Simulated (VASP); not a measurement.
```
BaTe
1.0
    0.00000     3.52818     3.52818
    3.52818     0.00000     3.52818
    3.52818     3.52818     0.00000
Ba Te
1 1
Direct
  0.00000   0.00000   0.00000
  0.50000   0.50000   0.50000
```

Level of theory: MS2 meta-GGA, VASP's PBE PAW potentials (set 64) (plane waves; VASP). Numerical set-up: 520 eV cut-off, 7×7×7 Γ-centred mesh, tetrahedra with Blöchl corrections, potentials Ba_sv Te.

Unless said otherwise, spin-orbit coupling is left out, though it shifts the bands of the heavy elements here.

Problem. Give the energies of bands 6 to 11 at the high-symmetry points, in eV from the valence-band maximum.

Solution. 
| band | Γ | X | U | L | W |
|---|---|---|---|---|---|
| 6 | 0.00 | -1.14 | -1.20 | -2.12 | -1.20 |
| 7 | 0.00 | -0.39 | -1.05 | -1.05 | -0.93 |
| 8 | 0.00 | -0.39 | -0.73 | -1.05 | -0.93 |
| 9 | 3.25 | 1.82 | 2.87 | 4.46 | 3.79 |
| 10 | 3.25 | 4.84 | 5.28 | 5.05 | 3.79 |
| 11 | 3.25 | 5.18 | 5.49 | 5.21 | 5.28 |

The gap is indirect, 1.82 eV, from the valence maximum at Γ to the conduction minimum at X.

The compound is BaTe in the rock salt structure. It was relaxed first.
